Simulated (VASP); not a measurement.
Mg2CdS3:

```
Mg Cd S
1.0
     2.91419   -4.89412    0.00000
     2.91419    4.89412    0.00000
     0.00000    0.00000    4.52186
Mg Cd S
2 1 3
Direct
  0.50000 0.00000 0.50000
  0.00000 0.50000 0.50000
  0.00000 0.00000 0.00000
  0.66109 0.33891 0.00000
  0.33891 0.66109 0.00000
  0.50000 0.50000 0.50000
```

The cell was built by a generator and needn't be a form met in nature.

| Property | Result |
| --- | --- |
| Program | VASP 6.6.1 |
| Task | relaxation of cell and atoms |
| Functional | PBE |
| Potentials or basis | VASP PAW PBE potentials, release 64 (Mg, Cd, S) |
| Cutoff | 520 eV |
| k mesh | 3 × 3 × 3 |
| Occupations | gaussian, width 0.15 eV |
| Spin | no spin polarisation |

At the start: pressure -2.3 GPa; volume 21.50 Å³/atom.

Where does the relaxation end?

Over 18 steps the energy falls by 616.9 meV/atom and the volume is 22.49 Å³/atom (+4.6 %); space group Cmmm (No. 65, to 0.05 Å).

Step by step:
| step | energy change (eV) | largest force (eV/Å) | pressure (GPa) | volume (Å³) |
| --- | --- | --- | --- | --- |
| 1 | 0.0000 | 0.6973 | -2.27 | 128.99 |
| 2 | -0.3642 | 1.1697 | -0.03 | 123.24 |
| 3 | -0.4292 | 2.2073 | 11.86 | 105.55 |
| 4 | -0.6620 | 1.9229 | 4.81 | 114.34 |
| 5 | -0.8538 | 1.8498 | 4.86 | 114.38 |
| 6 | -1.2320 | 1.3378 | 5.66 | 114.12 |
| 7 | -0.9946 | 1.4490 | 9.15 | 112.00 |
| 8 | -1.2702 | 1.3973 | 6.85 | 113.53 |
| 9 | -1.6577 | 1.5734 | 3.40 | 119.74 |
| 10 | -2.1453 | 1.4673 | -3.81 | 139.62 |
| 11 | -2.5936 | 1.5183 | -3.83 | 139.04 |
| 12 | -3.5610 | 0.8422 | -1.94 | 136.75 |
| 13 | 1.0938 | 13.8694 | 18.90 | 129.69 |
| 14 | -3.6719 | 0.3610 | -1.21 | 136.42 |
| 15 | -3.6941 | 0.0922 | -0.65 | 136.09 |
| 16 | -3.6977 | 0.0446 | -0.40 | 135.92 |
| 17 | -3.6973 | 0.1424 | -0.26 | 135.83 |
| 18 | -3.7015 | 0.0149 | -0.04 | 134.92 |

Final structure:
```
CELL_PARAMETERS angstrom
3.24008 -5.37171 0.00000
3.24008 5.37171 0.00000
0.00000 0.00000 3.87595
ATOMIC_POSITIONS crystal
Mg 0.50000 0.00000 0.50000
Mg 0.00000 0.50000 0.50000
Cd 0.00000 0.00000 0.00000
S 0.78071 0.21929 0.00000
S 0.21929 0.78071 0.00000
S 0.50000 0.50000 0.50000
```

Caveat: the k mesh is coarse (spacing up to 0.46 Å⁻¹), so the values aren't converged.
